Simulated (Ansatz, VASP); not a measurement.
## HfTeS in two plane-wave programs

Aim: how closely do two programs agree when they are given the same cell, functional and k mesh? The cell is taken from a series of runs on this material, whose earlier steps may have relaxed, scaled, displaced or heated it; both programs get it as it stands.

Calculated with Ansatz 0.2.0; plane waves, with VASP 6.6.1 beside it; zone-centre phonons at PBEsol.

### Step 1. Set-up

The cell holds 3 atoms: 1 Hf, 1 S and 1 Te. Cell: a = 3.809 Å, b = 3.809 Å, c = 30.000 Å, α = 90.0°, β = 90.0°, γ = 120.0°. Vacuum lies along c.

As a file:

```cif
data_structure
_symmetry_space_group_name_H-M 'P 1'
_symmetry_Int_Tables_number 1
_cell_length_a 3.8091
_cell_length_b 3.8091
_cell_length_c 30.0000
_cell_angle_alpha 90.000
_cell_angle_beta 90.000
_cell_angle_gamma 120.000
_cell_volume 376.96
loop_
_atom_site_label
_atom_site_type_symbol
_atom_site_fract_x
_atom_site_fract_y
_atom_site_fract_z
_atom_site_occupancy
Hf1 Hf 0.00000 0.00000 0.33901 1
S2 S 0.33333 0.66667 0.38096 1
Te3 Te 0.66667 0.33333 0.27669 1
```

### Step 2. Ansatz: zone-centre phonons, PBEsol

Ansatz runs on its PAW soft_1 files.

Second derivatives magnify differences that forces hide, and they need a tight electronic threshold.

The input, input.yaml:

```yaml
crystal:
  lattice:
    - [3.8090855575, 0.0, 0.0]
    - [-1.9045427787, 3.298764858, 0.0]
    - [0.0, 0.0, 30.0]
  atoms:
    - { symbol: Hf, position: [0.0, 0.0, 0.3390088773] }
    - { symbol: S, position: [0.3333333333, 0.6666666667, 0.3809632628] }
    - { symbol: Te, position: [0.6666666667, 0.3333333333, 0.2766945264] }
  periodic: [true, true, false]
kpoints:
  mp_grid: { grid: [15, 15, 1] }
hamiltonian:
  xc: pbesol
  pseudopotentials: { kind: paw, azcp: { folder: soft_1 }, xc_functional: pbe }
scf:
  occupations: { method: methfessel_paxton, width: 0.2 }
output:
  eigenvalues: true
phonons:
  method: dfpt
```

Run with:

```console
> ansatz run input.yaml --threads 8 --pin off --max-ram 16384MiB --backend cpu --events-out ev --progress --plain --runs-dir out
```

Numbers of over 12 decimals in the logs are rounded to 6 here.

The log of the run:

```text
Engine: ansatz 0.2.0, aarch64-unknown-linux-gnu
Pseudopotentials: kind: paw
Pseudopotential: Hf, paw, valence charge 26, recommended cutoff 420 eV (normal), soft_1/Hf.paw.azcp
Pseudopotential: S, paw, valence charge 6, recommended cutoff 420 eV (normal), soft_1/S.paw.azcp
Pseudopotential: Te, paw, valence charge 16, recommended cutoff 420 eV (normal), soft_1/Te.paw.azcp
Functional definition: PBEsol
  exchange = pbesol_x
  correlation = pbesol_c
Crystal: 3 atoms, lattice volume = 376.958 Å³
Basis set: ecut = 420 eV, 7349 PW (Γ), exchange–correlation on 54×54×432 points (8 copies of the dense FFT grid, shifted against one another)
Bands: 29, of which v1, the nominal top of the filled ones, is band 24 counted from 1 (23 counted from 0)
Symmetry: 6 space group operations
k-points: 64 of 225 (irreducible under 2 space group operations, time reversal used)
Non-local potential: Hf, projectors of the file, l = 0: 3, l = 1: 2, l = 2: 2, l = 3: 3
Non-local potential: S, projectors of the file, l = 0: 2, l = 1: 2, l = 2: 1
Non-local potential: Te, projectors of the file, l = 0: 2, l = 1: 2, l = 2: 2, l = 3: 1
PAW form: soft (Blöchl's): semilocal exchange-correlation on the pseudo side does not see the compensation charge
PAW frozen core: Hf, regenerated for the run's functional, and the local potential with it (the file was generated under x = pbe(κ = 0.804, μ = 0.219515), c = pbe(β = 0.066725))
PAW frozen core: S, regenerated for the run's functional, and the local potential with it (the file was generated under x = pbe(κ = 0.804, μ = 0.219515), c = pbe(β = 0.066725))
PAW frozen core: Te, regenerated for the run's functional, and the local potential with it (the file was generated under x = pbe(κ = 0.804, μ = 0.219515), c = pbe(β = 0.066725))
PAW one-centre angular grid: Hf, 590 points (default); XC on 64 Gauss nodes
PAW one-centre angular grid: S, 110 points (default); XC on 64 Gauss nodes
PAW one-centre angular grid: Te, 590 points (default); XC on 64 Gauss nodes
Initial density: superposition of atomic densities (neutral atoms: chi_scale 0, normalization atom)
Initial wavefunctions: pseudopotential atomic-orbital guess
Functional: x = pbesol(κ = 0.804, μ = 0.123457), c = pbesol(β = 0.046)
SCF iter   1: F=—  HF=-23389.346696 eV  |F-HF|=—  |Δ(HF+E_count)|=         —  Δρ=1.79e-2  dr2=1.91e0  ethr=3.10e-3  ⟨swp⟩=12.9  Hψ=12491  notcnv=0
preconditioner: auto → LDOS  [insulator: Δε(μ)=0.385 eV  Ē_g=11.320 eV  σ=0.200 eV  W_gap=0.93  n_scr=36 (ndim 8)  ℏωp=10.5 eV  f_vac=0.764  D(μ)=0.15/eV (n_scr^D=2)  ε∞_Penn≈1.9  β→1.0]
SCF iter   2: F=—  HF=-23389.895776 eV  |F-HF|=—  |Δ(HF+E_count)|=   5.49e-1  S|Δr|=    0.00e0  Δρ=2.38e-2  dr2=4.44e0  ethr=3.10e-3  ⟨swp⟩=4.2  Hψ=5416  notcnv=0  defer=6  recentre
SCF iter   3: F=—  HF=-23388.841606 eV  |F-HF|=—  |Δ(HF+E_count)|=    1.05e0  S|Δr|=    0.00e0  Δρ=5.83e-3  dr2=4.02e-1  ethr=3.10e-3  ⟨swp⟩=4.4  Hψ=5066  notcnv=0  defer=6
SCF iter   4: F=—  HF=-23388.799472 eV  |F-HF|=—  |Δ(HF+E_count)|=   4.21e-2  S|Δr|=    0.00e0  Δρ=2.19e-3  dr2=1.16e-1  ethr=8.38e-4  ⟨swp⟩=2.5  Hψ=3980  notcnv=0  defer=6
SCF iter   5: F=—  HF=-23388.786799 eV  |F-HF|=—  |Δ(HF+E_count)|=   1.27e-2  S|Δr|=    0.00e0  Δρ=8.41e-4  dr2=2.86e-3  ethr=2.41e-4  ⟨swp⟩=2.8  Hψ=2629  notcnv=0  defer=4
SCF iter   6: F=—  HF=-23388.786151 eV  |F-HF|=—  |Δ(HF+E_count)|=   6.48e-4  S|Δr|=    0.00e0  Δρ=2.75e-4  dr2=1.46e-4  ethr=5.95e-6  ⟨swp⟩=3.4  Hψ=4248  notcnv=0  defer=4
SCF iter   7: F=—  HF=-23388.786197 eV  |F-HF|=—  |Δ(HF+E_count)|=   4.65e-5  S|Δr|=    0.00e0  Δρ=6.47e-5  dr2=2.15e-5  ethr=3.05e-7  ⟨swp⟩=3.1  Hψ=4188  notcnv=0  defer=4
SCF iter   8: F=—  HF=-23388.786197 eV  |F-HF|=—  |Δ(HF+E_count)|=   1.66e-7  S|Δr|=    0.00e0  Δρ=2.52e-5  dr2=2.51e-6  ethr=4.47e-8  ⟨swp⟩=2.8  Hψ=3841  notcnv=0  defer=4
SCF iter   9: F=—  HF=-23388.786278 eV  |F-HF|=—  |Δ(HF+E_count)|=   8.10e-5  S|Δr|=    0.00e0  Δρ=8.56e-6  dr2=1.76e-7  ethr=5.23e-9  ⟨swp⟩=2.9  Hψ=3781  notcnv=0  defer=4
SCF iter  10: F=—  HF=-23388.786279 eV  |F-HF|=—  |Δ(HF+E_count)|=   7.97e-7  S|Δr|=    0.00e0  Δρ=3.81e-6  dr2=4.44e-8  ethr=3.66e-10  ⟨swp⟩=3.2  Hψ=4410  notcnv=0  defer=4
SCF iter  11: F=—  HF=-23388.786279 eV  |F-HF|=—  |Δ(HF+E_count)|=   3.51e-8  S|Δr|=    0.00e0  Δρ=9.25e-7  dr2=2.21e-9  ethr=9.24e-11  ⟨swp⟩=2.8  Hψ=3811  notcnv=0  defer=4
SCF iter  12: F=—  HF=-23388.786279 eV  |F-HF|=—  |Δ(HF+E_count)|=   2.59e-8  S|Δr|=    0.00e0  Δρ=2.37e-7  dr2=2.52e-10  ethr=4.61e-12  ⟨swp⟩=3.3  Hψ=4461  notcnv=0  defer=4
SCF iter  13: F=—  HF=-23388.786279 eV  |F-HF|=—  |Δ(HF+E_count)|=   2.25e-9  S|Δr|=    0.00e0  Δρ=6.33e-8  dr2=1.50e-11  ethr=1.00e-12  ⟨swp⟩=3.2  Hψ=4286  notcnv=0  defer=4
SCF iter  14: F=-23388.786279 eV  HF=-23388.786279 eV  |F-HF|=1.82e-11  |Δ(HF+E_count)|=  6.55e-10  S|Δr|=    0.00e0  Δρ=2.78e-8  dr2=8.85e-12  ethr=1.00e-12  ⟨swp⟩=14.5  Hψ=14371  notcnv=0
SCF 1 converged in 14 iterations: F = -23388.786279 eV  dr2 = 8.85e-12
  greatest PAW one-centre occupation: 0.998 electrons in one spin orbital (limit 2), on the Hf atom at site 0 (counted from 0), in its partial waves of l = 3
DFPT response loops at Γ: preconditioner auto → none (partly filled bands, converged f_vac=0.772); β = 0.50; Broyden in place of MSR1
SCF converged after 14 iterations
Stability not checked: this state was not tested for a lower state beside it, because cold or Methfessel-Paxton smearing, or corrected tetrahedra, fill the levels in a way that the test cannot read (fill_not_monotonic; see scf.lower_state_search)
Free energy (F): -23388.786279 eV
Harris-Foulkes:  -23388.786279 eV  (|F-HF|=1.82e-11)
Internal energy: -23388.788686 eV  (E = F + TS)
E sigma→0 (E₀):  -23388.786881 eV
Entropy (-TS):   0.002407 eV (0.802 meV/atom)
Fermi energy:    -4.713929 eV
--- Per-component energies (eV) ---
  E_band       = -1177.264868
  E_kinetic    = 683.768366
  E_local      = -111016.406920  (includes V_loc(G=0)·N_el)
  E_nonlocal   = 170.584917
  E_hartree    = 54945.649638
  E_xc         = -472.858444
  E_vxc        = -437.444480  (∫ρ·V_xc dr)
  E_paw        = -12763.077003  (= ΣΔE_a)
  E_vpaw       = -469.065877  (= ΣTr[D̂ρ^β])
  E_aug_tail   = 0.000177  (compensation charges beyond the density's cutoff)
  E_ewald      = 45061.862765
  E_core_change = 1.687817  (= ΣΔE_core)
  E_smearing   = 0.002407  (= −TS)
  E_closure    = 0.000000  (closes the sum)
  Σ components = -23388.786279   (vs F -23388.786279, Δ=0.00e0)
--- Band table (eV; the first three rows and the last of 64) ---
  k-point 0: bands = [... 20 lower, -8.6026, -6.7685, -4.6241, -4.6241, -4.0481, -4.0481, -3.2429, -1.4682, ... 1 higher]
  k-point 1: bands = [... 20 lower, -8.5852, -6.6725, -5.1624, -4.8908, -3.9492, -3.7637, -3.0685, -1.3487, ... 1 higher]
  k-point 2: bands = [... 20 lower, -8.5396, -6.5337, -6.0061, -5.2735, -4.0223, -3.3406, -2.8199, -1.3618, ... 1 higher]
  k-point 63: bands = [... 20 lower, -8.6359, -8.0151, -7.1373, -6.7154, -3.8743, -2.9212, -2.3427, -1.1354, ... 1 higher]
--- Phonons (Γ-DFPT): 6 representative perturbations + reference, on 64 of 225 k-points (Σ response iterations 30) ---
  k mesh reduced under 2 symmetry operations, with k and −k counted as one. Each operation leaves every solved perturbation unchanged. A smaller set is not used because it would not reduce the number of displacements times k-points to solve
  ASR residual: 7.930e-5 → 0.000e0 eV/Å²; symmetrization residual: 2.763e-5 eV/Å²
  ASR residual per site (eV/Å²): 3.28e-5 1.91e-5 7.93e-5
  Γ frequencies (cm⁻¹): 0.00 0.00 0.00 90.92 90.92 176.55 225.20 225.20 278.57
  non-analytic LO–TO correction: not included (Born effective charges unavailable; polar crystals: no LO–TO splitting at Γ)
```

Reading the cycles: dr2 is the Hartree energy of the density residual (eV), the measure of convergence; HF is the Harris–Foulkes estimate of the energy, which meets the free energy F at convergence.

(Part 1 of 2 ends here.)

[Lines on the potential files, build, host, timing and source positions are cut from VASP's logs without a mark.]

[Logs are printed without paths, hosts, clocks, repeated set-up lines and the standing remarks that a program may print on its own settings, such as how far it seeks lower states.]

[Hosts, paths, dates, database ids (printed as entryN), source tags and the programs' standing remarks are cut or masked in the printed files.]
